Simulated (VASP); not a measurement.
Consider the following.

```
CELL_PARAMETERS angstrom
      1.81200     1.04616     2.65667
     -1.81200     1.04616     2.65667
      0.00000    -2.09232     2.65667
ATOMIC_POSITIONS crystal
  O  0.00000 0.00000 0.00000
  Li 0.25000 0.25000 0.25000
  Li 0.75000 0.75000 0.75000
```

All values below come from LDA (Ceperley-Alder, Perdew-Zunger), VASP's LDA PAW potentials (set 64) (plane waves; VASP 6.6.1). Run with 400 eV cut-off, 11×11×11 Γ-centred mesh, Gaussian smearing of 0.050 eV, potentials O Li_sv.

At this cut-off the stress carries a Pulay error, which pulls relaxed volumes low.

Q: Give the force on each atom (eV/Å).

A: 
| atom | Fx | Fy | Fz |
|---|---|---|---|
| O1 | 0.000 | 0.000 | 0.000 |
| Li2 | 0.000 | 0.000 | -0.115 |
| Li3 | 0.000 | 0.000 | 0.115 |

Q: Give the stress tensor in GPa (positive for a compressed cell).

A: 
```
-23.52    0.00    0.00
  0.00  -23.52    0.00
  0.00    0.00  -17.25
```
The pressure is its mean diagonal, -21.43 GPa.

The structure comes from a measured Li2O entry of the Crystallography Open Database, whose conditions weren't checked. The cell was not relaxed at this level.
